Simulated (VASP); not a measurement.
Crystal: Ga2SnO.

```
Ga Sn O
1.0
     4.06149    0.00000    0.00000
    -2.03075    3.51736    0.00000
     0.00000    0.00000    5.44963
Ga Sn O
2 1 1
Direct
  0.33333 0.66667 0.50000
  0.66667 0.33333 0.50000
  0.00000 0.00000 0.00000
  0.00000 0.00000 0.50000
```

The cell was built by a generator and needn't be a form met in nature.

```yaml
Program: VASP 6.6.1
Task: relaxation of cell and atoms
Functional: PBE
Potentials_or_basis: VASP PAW PBE potentials, release 64 (Ga_d, Sn_d, O)
Cutoff: 520 eV
k_mesh: 4 × 4 × 3
Occupations: gaussian, width 0.15 eV
Spin: no spin polarisation
```

At the start: pressure 9.6 GPa; volume 19.46 Å³/atom.

**Question.** How do energy, volume and symmetry change on relaxing?

**Answer.** Over 16 steps the energy falls by 286.0 meV/atom and the volume is 21.57 Å³/atom (+10.8 %); space group P6/mmm (No. 191, to 0.05 Å).

Step by step:
| step | energy change (eV) | largest force (eV/Å) | pressure (GPa) | volume (Å³) |
| --- | --- | --- | --- | --- |
| 1 | 0.0000 | 0.0000 | 9.64 | 77.85 |
| 2 | -0.7717 | 0.0000 | -3.35 | 91.26 |
| 3 | -0.7728 | 0.0000 | -3.57 | 91.56 |
| 4 | -0.9941 | 0.0000 | -0.86 | 86.88 |
| 5 | -1.0756 | 0.0000 | 1.04 | 83.73 |
| 6 | -0.9313 | 0.0000 | 7.63 | 77.29 |
| 7 | -1.0855 | 0.0000 | 1.94 | 82.62 |
| 8 | -1.0863 | 0.0000 | 2.13 | 82.17 |
| 9 | -1.1356 | 0.0000 | 1.18 | 84.15 |
| 10 | -1.1372 | 0.0000 | 1.00 | 84.40 |
| 11 | -1.1369 | 0.0000 | 1.03 | 84.89 |
| 12 | -1.1377 | 0.0000 | 1.48 | 84.59 |
| 13 | -1.1375 | 0.0000 | 0.95 | 84.74 |
| 14 | -1.1376 | 0.0000 | 1.35 | 84.67 |
| 15 | -1.1413 | 0.0000 | -1.23 | 87.42 |
| 16 | -1.1442 | 0.0000 | 0.12 | 86.29 |

Final structure:
```yaml
crystal:
  lattice:
    - [4.69234, 0.00000, 0.00000]
    - [-2.34617, 4.06369, 0.00000]
    - [0.00000, 0.00000, 4.52528]
  atoms:
    - { symbol: Ga, position: [0.33333, 0.66667, 0.50000] }
    - { symbol: Ga, position: [0.66667, 0.33333, 0.50000] }
    - { symbol: Sn, position: [0.00000, 0.00000, 0.00000] }
    - { symbol: O, position: [0.00000, 0.00000, 0.50000] }
```

Caveat: the k mesh is coarse (spacing up to 0.45 Å⁻¹), so the values aren't converged.
